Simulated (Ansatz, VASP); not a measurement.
# BaSb7O12 (a cell with a defect) (Senarmontite) in VASP and in Ansatz

```
CELL_PARAMETERS angstrom
0.00000 5.57000 5.57000
5.57000 0.00000 5.57000
5.57000 5.57000 0.00000
ATOMIC_POSITIONS crystal
Ba 0.88500 0.88500 0.88500
Sb 0.90500 0.36500 0.36500
Sb 0.88500 0.88500 0.34500
Sb 0.36500 0.90500 0.36500
Sb 0.34500 0.88500 0.88500
Sb 0.36500 0.36500 0.36500
Sb 0.88500 0.34500 0.88500
Sb 0.36500 0.36500 0.90500
O 0.77000 0.23000 0.23000
O 0.48000 0.02000 0.48000
O 0.23000 0.77000 0.77000
O 0.02000 0.48000 0.02000
O 0.23000 0.77000 0.23000
O 0.48000 0.48000 0.02000
O 0.77000 0.23000 0.77000
O 0.02000 0.02000 0.48000
O 0.48000 0.02000 0.02000
O 0.23000 0.23000 0.77000
O 0.02000 0.48000 0.48000
O 0.77000 0.77000 0.23000
```

Alike in both runs: task electric field gradients; functional PBE; k mesh 3 × 3 × 3; occupations fermi-dirac, width 0.01 eV; collinear spin.

```csv
,VASP,Ansatz
version,VASP 6.6.1,Ansatz 0.2.0
potentials or method,"VASP PAW PBE potentials, release 64 (Ba_sv, Sb, O)","plane-wave PAW, scalar-relativistic"
plane-wave cutoff (eV),520,420
valence electrons in the cell,117,187
```

```tsv
	VASP	Ansatz	Ansatz less VASP
pressure (GPa)	-0.1	-0.3	-0.24
largest component of the traceless stress (GPa)	2.67	2.30	-0.363
rms of the force components (eV/Å)	1.566	1.435	-0.1315
net moment per atom (μB)	0.00	0.05	+0.050
size of the moment on the site where the two differ most (μB)	0.00	0.14	+0.136
Vzz of the field gradient on the site that differs most (V/Å²)	403.1	353.4	-49.68
```

Site moments also hang on the region over which each program counts them. Atom by atom the forces differ by 0.193 eV/Å (rms over components). The two sets of potentials don't hold the same shells in valence. Ansatz warned: «gradients_without_spin_orbit».

Spin-orbit coupling is left out, which matters for the levels of Ba, Sb.
